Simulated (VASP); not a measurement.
# ZnS: stress against strain

ZnS (wurtzite, P6_3mc, 19.215 Å³/atom and stress up to 0.29 GPa in the relaxed cell, c along z) under an equal strain ε along x and y, with z held. PBEsol in VASP (plane waves, PAW), 480 eV, 12×12×6 Γ-centred mesh, Gaussian smearing 0.05 eV; ions are relaxed, or left where forces stay under 0.02 eV/Å, within the symmetry of each cell. Stress is positive for a compressed cell.

Here s stands for strain and y for stress xx.

```csv
strain (%),stress xx (GPa)
-3.00,?
-1.50,3.15
-1.00,2.11
-0.50,1.11
0.00,0.17
0.50,-0.76
1.00,-1.63
1.50,-2.47
```

Fit y of the 7 rows that show it with a straight line. Means: s 0, y 0.240. About the means, the sum of products is -13.105 and the sum of squares of s is 7.0000; the slope is their ratio. Least squares gives y = 0.240 - 1.8721·s. Residuals (row less fit): 0.102, -0.002, -0.066, -0.070, -0.064, 0.002, 0.098; standard error 0.082 (degrees of freedom: 5). The slope gives the elastic constants C11 + C12 = 187 ± 3 GPa (± standard error of the fit, which holds the terms cut off).

What does the fit predict for y at s = -3.00, and how far is the calculated value from it?

y = 0.240 - 1.8721 × (-3.0) = 5.856 GPa. The calculation gives 6.53 GPa, 0.674 GPa above the prediction (7.5 % of the range of y in the table). The row lies outside the fitted rows, so this is an extrapolation. From the scatter of the fitted rows alone, a prediction at this place has a standard error of 0.127 GPa, so the miss is 5.3 times that.

A polynomial of degree 2 through the 12 other runs of the series gives 6.51 there, so most of the miss is curvature that the fit leaves out. ZnS is here the high-temperature form. Rows are the converged runs of the series near zero and its far end, less any whose ions stayed unrelaxed beside relaxed ones; series whose fitted rows scatter by over a few per cent of the range, as at a crossing or softening among them, aren't shown in this form. Most that stay on the fit to the last digits aren't either.
